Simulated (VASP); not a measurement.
Computed with vdW-DF-cx, VASP's PBE PAW potentials (set 64) (plane waves; VASP).

The input files of a VASP run:

### POSCAR
```
Al
1
   -0.0000000000     2.0125166492     2.0125166492
    2.0125166492    -0.0000000000     2.0125166492
    2.0125166492     2.0125166492    -0.0000000000
Al
1
Direct
  0.0000000000   0.0000000000   0.0000000000
```

### INCAR
```
! general
SYSTEM   = Al
PREC     = Accurate
ENCUT    = 520
LREAL    = .FALSE.
LASPH    = .TRUE.

! electronic loop
EDIFF    = 1E-7   ! SCF stop (eV)
NELM     = 100   ! most electronic steps
ALGO     = Normal   ! blocked Davidson

! smearing
ISMEAR   = -5

! functional
GGA      = CX
LUSE_VDW = .TRUE.
AGGAC    = 0.0

! ions
ISIF     = 2

! output
LWAVE    = .FALSE.
LCHARG   = .TRUE.
LORBIT   = 11
NEDOS    = 601   ! DOS grid
```

File KPOINTS:
```
Automatic mesh
0
Gamma
  17 17 17
```

POTCAR, in this order: Al (PBE.64 set). Program: vasp_std.

Problem. Predict the energy per atom (σ→0), band gap (on the k-mesh).

Solution. 
* **energy per atom (σ→0)**: -2626 meV/atom
* **band gap (on the k-mesh)**: none (metal, semimetal or under 0.01 eV)

**OSZICAR**
```
...
DAV:   5    -0.264121514334E+01   -0.35868E-06   -0.36163E-06  2215   0.122E-02    0.157E+00
DAV:   6    -0.263236963998E+01    0.88455E-02   -0.12355E-03  1955   0.321E-01    0.918E-01
DAV:   7    -0.262587238131E+01    0.64973E-02   -0.32291E-03  1835   0.542E-01    0.151E-01
DAV:   8    -0.262588247543E+01   -0.10094E-04   -0.33239E-05  2570   0.478E-02    0.194E-02
DAV:   9    -0.262588313764E+01   -0.66220E-06   -0.23632E-07  2010   0.381E-03    0.179E-03
DAV:  10    -0.262588246418E+01    0.67345E-06   -0.31086E-08  1545   0.131E-03    0.702E-04
DAV:  11    -0.262588241936E+01    0.44821E-07   -0.17454E-09  1065   0.362E-04
   1 F= -.26258824E+01 E0= -.26258824E+01  d E =0.000000E+00
```

The compound is Al in the fcc structure. It was relaxed first.
